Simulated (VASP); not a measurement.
# TiB$_{2}$ (space group P6/mmm): computed properties

Computed with PBEsol GGA, VASP's PBE PAW potentials (set 64) (plane waves; VASP 6.6.1).

space group: P6/mmm (191)
cell: a = 3.018 Å, b = 3.018 Å, c = 3.186 Å, α = 90.00°, β = 90.00°, γ = 120.00°
volume per atom: 8.38 Å³/atom
band gap (over mesh and band path): none (metal, semimetal or under 0.01 eV)
band gap with spin-orbit coupling: none (metallic)
density: 4.59 g/cm³

```cif
data_B2Ti
_chemical_formula_sum 'Ti1 B2'
_space_group_name_H-M_alt 'P 1'
_space_group_IT_number 1
_cell_length_a 3.01801
_cell_length_b 3.01801
_cell_length_c 3.18646
_cell_angle_alpha 90.000
_cell_angle_beta 90.000
_cell_angle_gamma 120.000
loop_
_space_group_symop_operation_xyz
  'x, y, z'
loop_
_atom_site_label
_atom_site_type_symbol
_atom_site_fract_x
_atom_site_fract_y
_atom_site_fract_z
_atom_site_occupancy
Ti1 Ti 0.00000 0.00000 0.00000 1
B1 B 0.33333 0.66667 0.50000 1
B2 B 0.66667 0.33333 0.50000 1
```

The structure comes from a measured TiB2 entry (P6/mmm) of the Crystallography Open Database, whose conditions weren't checked. It was relaxed first. Symmetry was kept, so distortions that lower it aren't found.
